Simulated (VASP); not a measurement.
Method: MS2 meta-GGA, VASP's PBE PAW potentials (set 64) (plane waves; VASP).

VASP input:

POSCAR:
```
KI
1
    0.0000000000     3.4779818867     3.4779818867
    3.4779818867     0.0000000000     3.4779818867
    3.4779818867     3.4779818867     0.0000000000
K I
1 1
Direct
  0.0000000000   0.0000000000   0.0000000000
  0.5000000000   0.5000000000   0.5000000000
```

File KPOINTS:
```
Automatic mesh
0
Gamma
7 7 7
0 0 0
```

### INCAR
```
SYSTEM  =  KI
PREC  =  Accurate; ENCUT  =  520; LREAL  =  .FALSE.
LASPH  =  .TRUE.
EDIFF  =  1E-7; NELM  =  100; ALGO  =  Normal
LMAXMIX  =  4; LMIXTAU  =  .TRUE.
ISMEAR  =  0; SIGMA  =  0.05
METAGGA  =  MS2
ISIF  =  2
LWAVE  =  .FALSE.; LCHARG  =  .FALSE.
```

POTCAR, in this order: K_sv I (PBE.64 set). Program: vasp_std.

The resulting files:

File OSZICAR:
```
       N       E                     dE             d eps       ncg     rms          rms(c)
DAV:   1     0.755177630746E+02    0.75518E+02   -0.62328E+03   480   0.107E+03
DAV:   2    -0.750493356625E+01   -0.83023E+02   -0.78018E+02   596   0.246E+02
DAV:   3    -0.127305584251E+02   -0.52256E+01   -0.51340E+01   744   0.547E+01
DAV:   4    -0.129721561663E+02   -0.24160E+00   -0.23819E+00   664   0.991E+00
DAV:   5    -0.129789531146E+02   -0.67969E-02   -0.67872E-02   672   0.168E+00    0.705E+00
DAV:   6    -0.564952569527E+01    0.73294E+01   -0.11409E+01   748   0.198E+01    0.363E+00
DAV:   7    -0.641915725729E+01   -0.76963E+00   -0.20782E+00   544   0.157E+01    0.249E+00
DAV:   8    -0.764440813295E+01   -0.12253E+01   -0.12458E+00   488   0.148E+01    0.194E+00
DAV:   9    -0.622276514266E+01    0.14216E+01   -0.72363E-01   488   0.105E+01    0.120E+00
DAV:  10    -0.639977850860E+01   -0.17701E+00   -0.25574E-01   480   0.664E+00    0.815E-01
DAV:  11    -0.637087820480E+01    0.28900E-01   -0.12045E-01   524   0.419E+00    0.612E-01
DAV:  12    -0.639372823664E+01   -0.22850E-01   -0.82480E-02   492   0.379E+00    0.145E-01
DAV:  13    -0.640635188873E+01   -0.12624E-01   -0.15711E-02   700   0.152E+00    0.167E-01
DAV:  14    -0.640632603840E+01    0.25850E-04   -0.74383E-04   772   0.325E-01    0.121E-01
DAV:  15    -0.640616044542E+01    0.16559E-03   -0.52513E-04   808   0.235E-01    0.905E-02
DAV:  16    -0.640601745047E+01    0.14299E-03   -0.11021E-03   652   0.434E-01    0.257E-02
DAV:  17    -0.640597550039E+01    0.41950E-04   -0.62999E-05   832   0.996E-02    0.230E-02
DAV:  18    -0.640600847479E+01   -0.32974E-04   -0.18424E-05   636   0.606E-02    0.160E-02
DAV:  19    -0.640599444914E+01    0.14026E-04   -0.10734E-04   588   0.109E-01    0.979E-03
DAV:  20    -0.640598205043E+01    0.12399E-04   -0.99888E-06   552   0.447E-02    0.557E-03
DAV:  21    -0.640598248909E+01   -0.43866E-06   -0.46267E-07   764   0.835E-03    0.496E-03
DAV:  22    -0.640598199700E+01    0.49209E-06   -0.60929E-07   784   0.659E-03    0.140E-03
DAV:  23    -0.640598151220E+01    0.48479E-06   -0.30686E-07   520   0.814E-03    0.780E-04
DAV:  24    -0.640598137822E+01    0.13399E-06   -0.49379E-08   368   0.323E-03    0.680E-04
DAV:  25    -0.640598172912E+01   -0.35090E-06   -0.27335E-08   296   0.259E-03    0.514E-04
DAV:  26    -0.640598160675E+01    0.12237E-06   -0.21214E-08   272   0.202E-03    0.130E-04
DAV:  27    -0.640598164487E+01   -0.38122E-07   -0.30200E-09   276   0.766E-04
   1 F= -.64059816E+01 E0= -.64059816E+01  d E =-.199324E-15
```

OUTCAR:
```
------------------------ aborting loop because EDIFF is reached ----------------------------------------
  FORCE on cell =-STRESS in cart. coord.  units (eV):
  Direction    XX          YY          ZZ          XY          YZ          ZX
  --------------------------------------------------------------------------------------
  Total        0.4708365      0.4708365      0.4708365     -0.0000000      0.0000000     -0.0000000
  in kB        8.9653814      8.9653814      8.9653814     -0.0000000      0.0000000     -0.0000000
  external PRESSURE =       8.9653814 kB  Pullay stress =       0.0000000 kB
  volume of cell :       84.14
      direct lattice vectors                 reciprocal lattice vectors
     0.000000000  3.477981887  3.477981887    -0.143761531  0.143761531  0.143761531
     3.477981887  0.000000000  3.477981887     0.143761531 -0.143761531  0.143761531
     3.477981887  3.477981887  0.000000000     0.143761531  0.143761531 -0.143761531
  FREE ENERGIE OF THE ION-ELECTRON SYSTEM (eV)
  ---------------------------------------------------
  free  energy   TOTEN  =        -6.4059816449 eV

  energy  without entropy=       -6.4059816449  energy(sigma->0) =       -6.40598164
```
(Selected blocks of OUTCAR.)

The compound is KI in the rock salt structure. This cell is one point of a volume scan, at 0.94 of the reference volume.
